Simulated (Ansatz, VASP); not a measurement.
# Cross-check of CaH94C60S4N2O35F12 between VASP and Ansatz

Wanted: the spread between two codes on one cell, functional and k mesh. The cell is taken from a series of runs on this material, whose earlier steps may have relaxed, scaled, displaced or heated it; both programs get it as it stands.

Program: Ansatz 0.2.0. Level of theory: plane waves, with VASP 6.6.1 beside it; single point at LDA. Results are calculated unless marked as measured.

## Step 1: Set-up

The cell holds 208 atoms: 2 N, 4 S, 35 O, 60 C, 12 F, 94 H and 1 Ca. Its edges and angles: a = 13.329 Å, b = 13.329 Å, c = 13.329 Å, α = 90.0°, β = 90.0°, γ = 90.0°. As first built, before any earlier steps moved the atoms (in the runner's words): 4 propylene carbonate, 5 gamma-butyrolactone, 5 tetrahydrofuran, 1 Ca2+, 2 TFSI- placed at random, at 1.26 g/cm^3; overlaps pushed apart, then 10 ps at 550 K with divalent ions of Li, Roberts, Chakravorty and Merz (J. Chem. Theory Comput. 9, 2733 (2013)); MMFF94 bonds, angles, torsions, charges and radii (Halgren, J. Comput. Chem. 17, 490 (1996)) in harmonic and 12-6 forms; charges of ions scaled by 0.8. Snapshot after 30 ps at 350 K and fixed volume.

## Step 2: VASP: single point, LDA

With cell and atoms fixed, the geometry can't cause a difference; cores, projectors, grids and the points listed under the comparison can.

Lines of VASP's logs that name or quote its potential files are left out, and so is its time.

INCAR

```
SYSTEM = CaH94C60S4N2O35F12
PREC = Accurate
ENCUT = 600
EDIFF = 1E-06
NELM = 120
ISMEAR = -1
SIGMA = 0.025
LREAL = Auto
ALGO = Normal
GGA = CA
NBANDS = 481
LORBIT = 11
LWAVE = .FALSE.
LCHARG = .FALSE.
ISIF = 2
LASPH = .TRUE.
GGA_COMPAT = .FALSE.
EFERMI = MIDGAP
```

POSCAR

```
CaH94C60S4N2O35F12
1.0
   13.3289500000      0.0000000000      0.0000000000
    0.0000000000     13.3289500000      0.0000000000
    0.0000000000      0.0000000000     13.3289500000
N S O C F H Ca
2 4 35 60 12 94 1
Direct
    0.3519400000      0.2485800000      0.7384700000
    0.9669000000      0.6759400000      0.5029900000
    0.3676300000      0.3647800000      0.7402600000
    0.2502400000      0.1892700000      0.7384100000
    0.9444200000      0.6110400000      0.5986400000
    0.8843900000      0.7194200000      0.4291800000
    0.2771600000      0.4236800000      0.7489500000
    0.4428100000      0.3952600000      0.6696500000
    0.1656000000      0.2445100000      0.6989600000
    0.2367400000      0.1309300000      0.8278600000
    0.0303500000      0.5475200000      0.6172800000
    0.8464400000      0.5664500000      0.6050000000
    0.9284000000      0.8019200000      0.3753200000
    0.7851000000      0.7297900000      0.4693500000
    0.6574000000      0.1890600000      0.7831700000
    0.7233400000      0.2511500000      0.9252300000
    0.6132600000      0.1234300000      0.9283100000
    0.6571800000      0.0274600000      0.3953100000
    0.6486300000      0.1794600000      0.4672100000
    0.5502100000      0.0521500000      0.5189400000
    0.9846700000      0.3499500000      0.0955300000
    0.0254100000      0.3505800000      0.2582500000
    0.8688500000      0.3873700000      0.2071700000
    0.1916100000      0.2953200000      0.0246500000
    0.1193000000      0.3372900000      0.8797200000
    0.0656100000      0.2047200000      0.9684300000
    0.5160700000      0.8387800000      0.2207300000
    0.3457800000      0.8016800000      0.5560400000
    0.9936700000      0.3271300000      0.5954900000
    0.5119400000      0.1507200000      0.2729300000
[... 172 atom lines left out ...]
    0.2355300000      0.7660100000      0.4276200000
    0.0954600000      0.9165700000      0.4875000000
    0.2178400000      0.9407500000      0.4396800000
    0.0171800000      0.9465000000      0.3303400000
    0.1289200000      0.0177100000      0.3038300000
    0.0994900000      0.4123600000      0.7120400000
```

KPOINTS

```
Automatic mesh
0
Gamma
1 1 1
0 0 0
```

PAW data sets: N, S, O, C, F, H and Ca_sv (LDA family, release 64).

Run with:

```sh
$ export OMP_NUM_THREADS=3
$ mpirun -np 1 vasp_gam
```

Numbers of over 12 decimals in the logs are rounded to 6 here.

What it wrote:

```text
[banner, memory and clock lines left out]
running    1 mpi-ranks, on    1 nodes
[...]
Offloading initialized ...    1 GPUs detected
[...]
LDA part: xc-table for (Slater(with rela. corr.)+CA(PZ))
 , standard interpolation
 POSCAR, INCAR and KPOINTS ok, starting setup
[...]
entering main loop
       N       E                     dE             d eps       ncg     rms          rms(c)
DAV:   1     0.597171466915E+04    0.59717E+04   -0.39404E+05   978   0.147E+03
DAV:   2    -0.740641018193E+03   -0.67124E+04   -0.63597E+04  1195   0.340E+02
DAV:   3    -0.140526556931E+04   -0.66462E+03   -0.65870E+03  1180   0.111E+02
DAV:   4    -0.142290944392E+04   -0.17644E+02   -0.17571E+02  1252   0.190E+01
[...]
DAV:  21    -0.130402941068E+04   -0.33046E-05   -0.25856E-06  1044   0.343E-03    0.422E-03
DAV:  22    -0.130402941269E+04   -0.20057E-05   -0.95261E-07   788   0.289E-03    0.150E-03
DAV:  23    -0.130402941284E+04   -0.14804E-06   -0.57075E-07   852   0.144E-03
   1 F= -.13040294E+04 E0= -.13040294E+04  d E =0.000000E+00
```

From OUTCAR (step 2):

```text
  FREE ENERGIE OF THE ION-ELECTRON SYSTEM (eV)
  ---------------------------------------------------
  free  energy   TOTEN  =     -1304.0294128374 eV

  energy  without entropy=    -1304.0294128374  energy(sigma->0) =    -1304.02941284
```

The run ends at a pressure of -0.03 GPa, with forces up to 0.60 eV/Å.

## Step 3: Ansatz: single point, LDA

Ansatz runs on its default PAW (the set named soft_2) files.

The same cell, functional (in two slightly different forms), mesh and smearing now go to Ansatz, which takes its cutoff from its data sets.

input.yaml

```yaml
crystal:
  lattice:
    - [13.32895, 0.0, 0.0]
    - [0.0, 13.32895, 0.0]
    - [0.0, 0.0, 13.32895]
  atoms:
    - { symbol: "N", position: [0.35194, 0.24858, 0.73847] }
    - { symbol: S, position: [0.36763, 0.36478, 0.74026] }
    - { symbol: O, position: [0.27716, 0.42368, 0.74895] }
    - { symbol: O, position: [0.44281, 0.39526, 0.66965] }
    - { symbol: C, position: [0.42904, 0.38106, 0.86288] }
    - { symbol: F, position: [0.4554, 0.47621, 0.87425] }
    - { symbol: F, position: [0.36721, 0.35526, 0.93614] }
    - { symbol: F, position: [0.51091, 0.32422, 0.86859] }
    - { symbol: S, position: [0.25024, 0.18927, 0.73841] }
    - { symbol: O, position: [0.1656, 0.24451, 0.69896] }
    - { symbol: O, position: [0.23674, 0.13093, 0.82786] }
    - { symbol: C, position: [0.27808, 0.09723, 0.63888] }
    - { symbol: F, position: [0.35828, 0.04334, 0.66243] }
    - { symbol: F, position: [0.29409, 0.14342, 0.55247] }
    - { symbol: F, position: [0.19993, 0.0365, 0.62917] }
    - { symbol: "N", position: [0.9669, 0.67594, 0.50299] }
    - { symbol: S, position: [0.94442, 0.61104, 0.59864] }
    - { symbol: O, position: [0.03035, 0.54752, 0.61728] }
    - { symbol: O, position: [0.84644, 0.56645, 0.605] }
    - { symbol: C, position: [0.94803, 0.70459, 0.70081] }
    - { symbol: F, position: [0.88375, 0.77797, 0.68057] }
    - { symbol: F, position: [0.9221, 0.66143, 0.78605] }
    - { symbol: F, position: [0.03918, 0.74332, 0.7094] }
    - { symbol: S, position: [0.88439, 0.71942, 0.42918] }
    - { symbol: O, position: [0.9284, 0.80192, 0.37532] }
    - { symbol: O, position: [0.7851, 0.72979, 0.46935] }
    - { symbol: C, position: [0.87594, 0.61756, 0.33518] }
    - { symbol: F, position: [0.96229, 0.60833, 0.28647] }
    - { symbol: F, position: [0.804, 0.63826, 0.26983] }
    - { symbol: F, position: [0.85511, 0.53103, 0.37988] }
    - { symbol: C, position: [0.464, 0.03133, 0.88408] }
    - { symbol: C, position: [0.56785, 0.05942, 0.85366] }
    - { symbol: C, position: [0.57522, 0.12395, 0.76053] }
    - { symbol: O, position: [0.6574, 0.18906, 0.78317] }
    - { symbol: C, position: [0.66938, 0.1928, 0.8827] }
    - { symbol: O, position: [0.72334, 0.25115, 0.92523] }
    - { symbol: O, position: [0.61326, 0.12343, 0.92831] }
    - { symbol: H, position: [0.41559, 0.09806, 0.89062] }
    - { symbol: H, position: [0.43037, 0.98217, 0.8268] }
    - { symbol: H, position: [0.4643, 0.99043, 0.95596] }
    - { symbol: H, position: [0.61657, 0.99252, 0.84786] }
    - { symbol: H, position: [0.59129, 0.08286, 0.69079] }
    - { symbol: H, position: [0.50697, 0.16992, 0.74974] }
    - { symbol: C, position: [0.4294, 0.968, 0.41532] }
    - { symbol: C, position: [0.5226, 0.95622, 0.47675] }
    - { symbol: C, position: [0.61498, 0.93071, 0.41534] }
    - { symbol: O, position: [0.65718, 0.02746, 0.39531] }
    - { symbol: C, position: [0.62068, 0.0941, 0.46049] }
    - { symbol: O, position: [0.64863, 0.17946, 0.46721] }
    - { symbol: O, position: [0.55021, 0.05215, 0.51894] }
    - { symbol: H, position: [0.36698, 0.99392, 0.4626] }
    - { symbol: H, position: [0.44305, 0.02247, 0.35442] }
    - { symbol: H, position: [0.40846, 0.89478, 0.38314] }
    - { symbol: H, position: [0.50981, 0.90413, 0.53968] }
    - { symbol: H, position: [0.67104, 0.88527, 0.45605] }
    - { symbol: H, position: [0.5954, 0.89397, 0.34368] }
    - { symbol: C, position: [0.74182, 0.46117, 0.10105] }
    - { symbol: C, position: [0.81406, 0.37706, 0.11402] }
    - { symbol: C, position: [0.89791, 0.37397, 0.03716] }
    - { symbol: O, position: [0.98467, 0.34995, 0.09553] }
    - { symbol: C, position: [0.96379, 0.36112, 0.19296] }
    - { symbol: O, position: [0.02541, 0.35058, 0.25825] }
    - { symbol: O, position: [0.86885, 0.38737, 0.20717] }
    - { symbol: H, position: [0.7043, 0.45224, 0.02797] }
    - { symbol: H, position: [0.68266, 0.46203, 0.15889] }
    - { symbol: H, position: [0.78116, 0.53388, 0.10085] }
    - { symbol: H, position: [0.77581, 0.30368, 0.11828] }
    - { symbol: H, position: [0.88682, 0.31561, 0.97987] }
    - { symbol: H, position: [0.91037, 0.44685, 0.99965] }
    - { symbol: C, position: [0.12844, 0.05143, 0.03868] }
    - { symbol: C, position: [0.09316, 0.15557, 0.06079] }
    - { symbol: C, position: [0.17362, 0.22524, 0.10312] }
    - { symbol: O, position: [0.19161, 0.29532, 0.02465] }
    - { symbol: C, position: [0.12442, 0.28272, 0.95176] }
    - { symbol: O, position: [0.1193, 0.33729, 0.87972] }
    - { symbol: O, position: [0.06561, 0.20472, 0.96843] }
    - { symbol: H, position: [0.14862, 0.01226, 0.10883] }
    - { symbol: H, position: [0.06892, 0.00743, 0.0021] }
    - { symbol: H, position: [0.19411, 0.05328, 0.98841] }
    - { symbol: H, position: [0.02556, 0.15642, 0.10899] }
    - { symbol: H, position: [0.14751, 0.26688, 0.16989] }
    - { symbol: H, position: [0.24448, 0.18547, 0.11906] }
    - { symbol: C, position: [0.37429, 0.89989, 0.13753] }
    - { symbol: C, position: [0.37514, 0.78625, 0.13076] }
    - { symbol: C, position: [0.4439, 0.76026, 0.21678] }
    - { symbol: O, position: [0.51607, 0.83878, 0.22073] }
    - { symbol: C, position: [0.48259, 0.92155, 0.16277] }
    - { symbol: H, position: [0.32438, 0.92395, 0.19932] }
    - { symbol: H, position: [0.34869, 0.93752, 0.06851] }
    - { symbol: H, position: [0.30021, 0.75229, 0.13871] }
    - { symbol: H, position: [0.40866, 0.76208, 0.059] }
    - { symbol: H, position: [0.48312, 0.68773, 0.20898] }
    - { symbol: H, position: [0.40102, 0.75821, 0.28853] }
[... 2 lines left out ...]
    - { symbol: C, position: [0.26035, 0.67992, 0.64877] }
    - { symbol: C, position: [0.36767, 0.64518, 0.63486] }
    - { symbol: C, position: [0.40235, 0.71116, 0.54944] }
    - { symbol: O, position: [0.34578, 0.80168, 0.55604] }
    - { symbol: C, position: [0.27063, 0.7911, 0.63108] }
[... 8 lines left out ...]
    - { symbol: C, position: [0.87594, 0.21128, 0.53163] }
    - { symbol: C, position: [0.88964, 0.29976, 0.46031] }
[... 1 line left out ...]
    - { symbol: O, position: [0.99367, 0.32713, 0.59549] }
[... 12 lines left out ...]
    - { symbol: O, position: [0.51194, 0.15072, 0.27293] }
[... 12 lines left out ...]
    - { symbol: O, position: [0.87303, 0.16345, 0.17713] }
[... 9 lines left out ...]
    - { symbol: O, position: [0.94165, 0.4118, 0.78762] }
[... 4 lines left out ...]
    - { symbol: O, position: [0.80305, 0.47667, 0.85108] }
[... 6 lines left out ...]
    - { symbol: O, position: [0.53977, 0.48951, 0.24419] }
[... 4 lines left out ...]
    - { symbol: O, position: [0.52954, 0.53698, 0.40344] }
[... 6 lines left out ...]
    - { symbol: O, position: [0.19066, 0.42162, 0.55833] }
[... 4 lines left out ...]
    - { symbol: O, position: [0.26546, 0.52829, 0.4548] }
[... 6 lines left out ...]
    - { symbol: O, position: [0.11097, 0.54842, 0.82216] }
    - { symbol: C, position: [0.11572, 0.55514, 0.91286] }
    - { symbol: C, position: [0.20522, 0.54168, 0.97881] }
    - { symbol: C, position: [0.16109, 0.5336, 0.08306] }
    - { symbol: C, position: [0.06236, 0.58831, 0.07161] }
    - { symbol: O, position: [0.03583, 0.57878, 0.96736] }
[... 4 lines left out ...]
    - { symbol: H, position: [0.00035, 0.55657, 0.11591] }
    - { symbol: H, position: [0.06933, 0.66872, 0.08995] }
    - { symbol: O, position: [0.17301, 0.71447, 0.23651] }
    - { symbol: C, position: [0.15544, 0.78589, 0.28962] }
    - { symbol: C, position: [0.16211, 0.79369, 0.40089] }
    - { symbol: C, position: [0.14563, 0.90386, 0.42319] }
    - { symbol: C, position: [0.09984, 0.94374, 0.32668] }
    - { symbol: O, position: [0.12613, 0.87368, 0.24978] }
    - { symbol: H, position: [0.10385, 0.74441, 0.43377] }
    - { symbol: H, position: [0.23553, 0.76601, 0.42762] }
    - { symbol: H, position: [0.09546, 0.91657, 0.4875] }
    - { symbol: H, position: [0.21784, 0.94075, 0.43968] }
    - { symbol: H, position: [0.01718, 0.9465, 0.33034] }
    - { symbol: H, position: [0.12892, 0.01771, 0.30383] }
    - { symbol: Ca, position: [0.09949, 0.41236, 0.71204] }
kpoints:
  mp_grid: { grid: [1, 1, 1] }
hamiltonian:
  xc: lda
scf:
  occupations: { method: fermi_dirac, width: 0.025 }
output:
  forces: true
  stress: true
  populations: true
  dos:
    method: { smearing: { sigma: 0.1 } }
    de: 0.1
    projected: { site_lists: { C: [C], Ca: [Ca], F: [F], H: [H], "N": ["N"] } }
  eigenvalues: true
  write_density: true
  write_potential: true
  volumetric_format: npy
```

Run with:

```sh
$ ansatz run input.yaml --threads 4 --pin off --max-ram 8192MiB --backend cpu --events-out ev --progress --plain --runs-dir out
```

What it wrote:

```text
Engine: ansatz 0.2.0, aarch64-unknown-linux-gnu
Pseudopotentials: kind: paw
Pseudopotential: N, paw, valence charge 5, recommended cutoff 420 eV (normal), N.paw.azcp
Pseudopotential: S, paw, valence charge 6, recommended cutoff 420 eV (normal), S.paw.azcp
Pseudopotential: O, paw, valence charge 6, recommended cutoff 420 eV (normal), O.paw.azcp
Pseudopotential: C, paw, valence charge 4, recommended cutoff 420 eV (normal), C.paw.azcp
Pseudopotential: F, paw, valence charge 7, recommended cutoff 420 eV (normal), F.paw.azcp
Pseudopotential: H, paw, valence charge 1, recommended cutoff 420 eV (normal), H.paw.azcp
Pseudopotential: Ca, paw, valence charge 10, recommended cutoff 420 eV (normal), Ca.paw.azcp
Functional definition: SPW92
  exchange = slater_x
  correlation = pw_c
Crystal: 208 atoms, lattice volume = 2368.033 Å³
Basis set: ecut = 420 eV, 46297 PW (Γ)
Bands: 544, of which v1, the nominal top of the filled ones, is band 336 counted from 1 (335 counted from 0)
Symmetry: 1 space group operations
Space group: P1 (ITA 1), of the structure as read, at distance tolerance 1.3e-4 Å
k-points: 1
Non-local potential: N, projectors of the file, l = 0: 2, l = 1: 2, l = 2: 1
Non-local potential: S, projectors of the file, l = 0: 2, l = 1: 2, l = 2: 2
Non-local potential: O, projectors of the file, l = 0: 2, l = 1: 2, l = 2: 1
Non-local potential: C, projectors of the file, l = 0: 2, l = 1: 2, l = 2: 1
Non-local potential: F, projectors of the file, l = 0: 2, l = 1: 2, l = 2: 1
Non-local potential: H, projectors of the file, l = 0: 2, l = 1: 1
Non-local potential: Ca, projectors of the file, l = 0: 3, l = 1: 2, l = 2: 2
PAW form: soft (Blöchl's): semilocal exchange-correlation on the pseudo side does not see the compensation charge
PAW frozen core: N, regenerated for the run's functional, and the local potential with it (the file was generated under x = pbe(κ = 0.804, μ = 0.219515), c = pbe(β = 0.066725))
PAW frozen core: S, regenerated for the run's functional, and the local potential with it (the file was generated under x = pbe(κ = 0.804, μ = 0.219515), c = pbe(β = 0.066725))
PAW frozen core: O, regenerated for the run's functional, and the local potential with it (the file was generated under x = pbe(κ = 0.804, μ = 0.219515), c = pbe(β = 0.066725))
PAW frozen core: C, regenerated for the run's functional, and the local potential with it (the file was generated under x = pbe(κ = 0.804, μ = 0.219515), c = pbe(β = 0.066725))
PAW frozen core: F, regenerated for the run's functional, and the local potential with it (the file was generated under x = pbe(κ = 0.804, μ = 0.219515), c = pbe(β = 0.066725))
PAW frozen core: Ca, regenerated for the run's functional, and the local potential with it (the file was generated under x = pbe(κ = 0.804, μ = 0.219515), c = pbe(β = 0.066725))
PAW one-centre angular grid: N, 110 points (default); XC on 64 Gauss nodes
PAW one-centre angular grid: S, 110 points (default); XC on 64 Gauss nodes
PAW one-centre angular grid: O, 110 points (default); XC on 64 Gauss nodes
PAW one-centre angular grid: C, 110 points (default); XC on 64 Gauss nodes
PAW one-centre angular grid: F, 110 points (default); XC on 64 Gauss nodes
PAW one-centre angular grid: H, 110 points (default); XC on 64 Gauss nodes
PAW one-centre angular grid: Ca, 110 points (default); XC on 64 Gauss nodes
Initial density: superposition of atomic densities (neutral atoms: chi_scale 0, normalization atom), corrected by the library's trained network
Initial wavefunctions: pseudopotential atomic-orbital guess
Functional: x = slater, c = lda
SCF iter   1: F=—  HF=-50987.513237 eV  |F-HF|=—  |Δ(HF+E_count)|=         —  Δρ=9.78e-3  dr2=2.31e0  ethr=1.77e-3  ⟨swp⟩=7.0  Hψ=2595  notcnv=0  defer=160
preconditioner: auto → Resta (q_TF=auto, 2.212 Å⁻¹)  ε∞=2.5  [insulator: Δε(μ)=4.631 eV  Ē_g=16.080 eV  σ=0.025 eV  W_gap=1.00  n_scr=460 (ndim 8)  ℏωp=19.4 eV  f_vac=0.301  D(μ)=0.00/eV (n_scr^D=0)  ε∞_Penn≈2.5]
SCF iter   2: F=—  HF=-50986.838295 eV  |F-HF|=—  |Δ(HF+E_count)|=   6.75e-1  Δρ=4.11e-3  dr2=4.23e-1  ethr=3.44e-4  ⟨swp⟩=3.0  Hψ=968  notcnv=0  defer=201
SCF iter   3: F=—  HF=-50986.724388 eV  |F-HF|=—  |Δ(HF+E_count)|=   1.14e-1  Δρ=2.11e-3  dr2=1.20e-1  ethr=6.29e-5  ⟨swp⟩=3.0  Hψ=665  notcnv=0  defer=201
SCF iter   4: F=—  HF=-50986.699723 eV  |F-HF|=—  |Δ(HF+E_count)|=   2.47e-2  Δρ=7.87e-4  dr2=1.90e-2  ethr=1.78e-5  ⟨swp⟩=3.0  Hψ=671  notcnv=0  defer=201
SCF iter   5: F=—  HF=-50986.699264 eV  |F-HF|=—  |Δ(HF+E_count)|=   4.59e-4  Δρ=3.64e-4  dr2=3.81e-3  ethr=2.83e-6  ⟨swp⟩=3.0  Hψ=949  notcnv=0  defer=199
SCF iter   6: F=—  HF=-50986.700162 eV  |F-HF|=—  |Δ(HF+E_count)|=   8.98e-4  Δρ=1.67e-4  dr2=8.27e-4  ethr=5.67e-7  ⟨swp⟩=2.0  Hψ=671  notcnv=0  defer=199
[...]
--- Löwdin populations: 208 sites ---
  site symbol       q [e]
     0      N      5.9185
     1      S      3.7894
     2      O      6.7520
     3      O      6.7112
     4      C      3.3452
     5      F      7.2014
     6      F      7.1891
     7      F      7.2066
     8      S      3.8022
     9      O      6.7575
    10      O      6.7185
    11      C      3.3314
    12      F      7.1993
    13      F      7.1977
    14      F      7.2005
    15      N      5.9110
    16      S      3.8075
    17      O      6.7659
    18      O      6.7249
    19      C      3.3274
    20      F      7.2106
    21      F      7.1899
    22      F      7.2027
    23      S      3.8005
[...]
200      O      6.2584
   201      H      0.7681
   202      H      0.7878
   203      H      0.7921
   204      H      0.8176
   205      H      0.8039
   206      H      0.8043
   207     Ca      8.3114
  spilling = 0.012906 (of n_electrons = 672.000000)
```

In the SCF lines HF is the Harris–Foulkes energy and dr2 the Hartree energy of the density residual, in eV; the loop may stop once dr2 is under the threshold and the program's other checks hold. Hψ counts applications of the Hamiltonian.

## Step 4: Differences

Known differences besides the potentials themselves: the two LDA forms differ slightly; the cutoff is 420 eV in Ansatz and 600 eV in VASP (PREC = Accurate, projectors in real space); VASP's log shows a relativistic correction to its local exchange, Ansatz's none. Total energies have different zeros and are not compared.

Compared:

```csv
quantity,Ansatz,VASP,difference
pressure (GPa),-0.35,-0.03,-0.32
gap on the k mesh (eV),4.033,4.021,+0.011
```

Forces on 7 of the 208 atoms, those with the largest forces and the largest differences (eV/Å; atoms numbered as in POSCAR):

```csv
atom,"Ansatz x, y, z","VASP x, y, z"
O16,"-0.003, 0.000, 0.001","0.352, 0.385, 0.279"
O19,"0.002, 0.002, 0.003","0.188, 0.567, 0.047"
O22,"0.005, -0.003, 0.007","0.400, -0.070, 0.421"
O25,"0.000, 0.002, 0.000","-0.028, 0.326, -0.432"
O34,"-0.005, -0.003, 0.004","-0.167, 0.059, -0.558"
O38,"0.002, 0.000, -0.006","-0.014, -0.025, -0.525"
O40,"0.000, 0.007, 0.000","0.118, -0.456, -0.331"
```

The forces differ by 133 meV/Å r.m.s., where the r.m.s. force is 0.004 eV/Å in Ansatz and 0.133 eV/Å in VASP: the atoms lie near their places of rest in Ansatz, so a percentage would say little (all taken over all components). A gap on the mesh is an upper bound, since the band edges may lie between its points.

## Step 5: What came out

```json
{"r.m.s. force difference (single point, LDA)": "133 meV/Å"}
```

**Reading.** The r.m.s. force difference is 133 meV/Å (single point, LDA), beyond the 12 meV/Å picked in this series as the mark of a large difference. What causes the difference of the single point, LDA pair stays open here. Such differences can come from data sets, numerical settings and the points named under the comparisons, not from the functional's error against experiment.

[Lines on the potential files, build, host, timing and source positions are cut from VASP's logs without a mark.]

[Logs are printed without paths, hosts, clocks, repeated set-up lines and the standing remarks that a program may print on its own settings, such as how far it seeks lower states.]

[Hosts, paths, dates, database ids (printed as entryN), source tags and the programs' standing remarks are cut or masked in the printed files.]

[The MMFF94 radii named for the starting cell were scaled by 0.96; in molecules described by MMFF94, hydrogen bound to N, O or S took a small fixed 12-6 site in their place.]
